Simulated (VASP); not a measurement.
These are PBEsol GGA, VASP's PBE PAW potentials (set 64) (plane waves; VASP) values and carry that method's errors.

The input files of a VASP run:

File POSCAR:
```
AlN
1
    1.4852177551    -2.5724725849     0.0000000000
    1.4852177551     2.5724725849    -0.0000000000
    0.0000000000    -0.0000000000     4.6464712693
Al N
2 2
Direct
  0.6666670000   0.3333330000   0.4964274682
  0.3333330000   0.6666670000   0.9964274682
  0.6666670000   0.3333330000   0.8855725318
  0.3333330000   0.6666670000   0.3855725318
```

INCAR:
```
ALGO = Normal
EDIFF = 1E-6
EDIFFG = -0.02
ENCUT = 620
GGA = PS
IBRION = 2
ISIF = 3
ISMEAR = 0
LASPH = .True.
LCHARG = .False.
LREAL = .False.
LWAVE = .False.
NELM = 100
NSW = 40
PREC = Accurate
PSTRESS = 450
SIGMA = 0.05
SYSTEM = AlN
```

**KPOINTS**
```
Automatic mesh
0
gamma
  9 9 5
0 0 0
```

POTCAR, in this order: Al N (PBE.64 set). Program: vasp_std.

**Question.** What will the output report for the number of irreducible k-points (NKPTS), largest plane-wave count, number of space-group operations, FFT grid (NGX, NGY, NGZ)?

**Answer.** 
```json
{
 "number of irreducible k-points (NKPTS)": "36",
 "largest_plane_wave_count": "1272",
 "number_of_space_group_operations": "12",
 "FFT grid (NGX, NGY, NGZ)": "24 × 24 × 40"
}
```

The compound is AlN in the wurtzite structure. It was relaxed first under an external pressure of 45 GPa.
